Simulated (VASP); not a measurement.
Computed with SCAN meta-GGA, VASP's PBE PAW potentials (set 64) (plane waves; VASP 6.6.1).

Input for VASP

**KPOINTS**
```
Automatic mesh
0
Gamma
7 7 2
0 0 0
```

**POSCAR**
```
WSe2
1.0
  1.6354512479  -2.8326843329   0.0000000000
  1.6354512479   2.8326843329   0.0000000000
  0.0000000000   0.0000000000  13.0221052415
W Se
2 4
Cart
  1.6354512479   0.9442299994   3.2555263104
  1.6354512479  -0.9442299994   9.7665789311
  1.6354512479   0.9442299994  11.4453068806
  1.6354512479  -0.9442299994   4.9342542599
  1.6354512479  -0.9442299994   1.5767983609
  1.6354512479   0.9442299994   8.0878509816
```

### INCAR
```
# general
SYSTEM  = WSe2
PREC    = Accurate
ENCUT   = 520
LREAL   = F
LASPH   = T

# electronic loop
EDIFF   = 1E-6
NELM    = 100
ALGO    = Normal
LMAXMIX = 6
LMIXTAU = T

# smearing
ISMEAR  = 0
SIGMA   = 0.05

# functional
METAGGA = SCAN

# ions
IBRION  = 2
NSW     = 60
ISIF    = 3
EDIFFG  = -0.02

# output
LWAVE   = F
LCHARG  = F
```

POTCAR, in this order: W_sv Se (PBE.64 set). Program: vasp_std.

Energy and stress use the plane-wave basis of the starting cell.

Q: What does the run give for the energy per atom (σ→0), volume per atom?

A: 
| Property | Value |
|---|---|
| energy per atom (σ→0) | -37.141 eV/atom |
| volume per atom | 21.25 Å³/atom |

OSZICAR:
```
...
DAV:   8    -0.222848381503E+03    0.88995E-04   -0.41591E-04  1027   0.200E-01    0.786E-03
DAV:   9    -0.222848372746E+03    0.87568E-05   -0.22003E-05  1111   0.402E-02    0.560E-03
DAV:  10    -0.222848377137E+03   -0.43909E-05   -0.67777E-06   906   0.208E-02    0.269E-03
DAV:  11    -0.222848378981E+03   -0.18434E-05   -0.18726E-05  1006   0.378E-02    0.111E-03
DAV:  12    -0.222848380198E+03   -0.12171E-05   -0.95137E-06   885   0.294E-02    0.945E-04
DAV:  13    -0.222848378633E+03    0.15649E-05   -0.65896E-06   878   0.213E-02    0.467E-04
DAV:  14    -0.222848378210E+03    0.42336E-06   -0.10341E-06   651   0.801E-03
  10 F= -.22284838E+03 E0= -.22284838E+03  d E =-.192153E-01
```

The compound is WSe2 in the 2H layered structure. This run relaxes it. Symmetry was kept, so distortions that lower it aren't found.
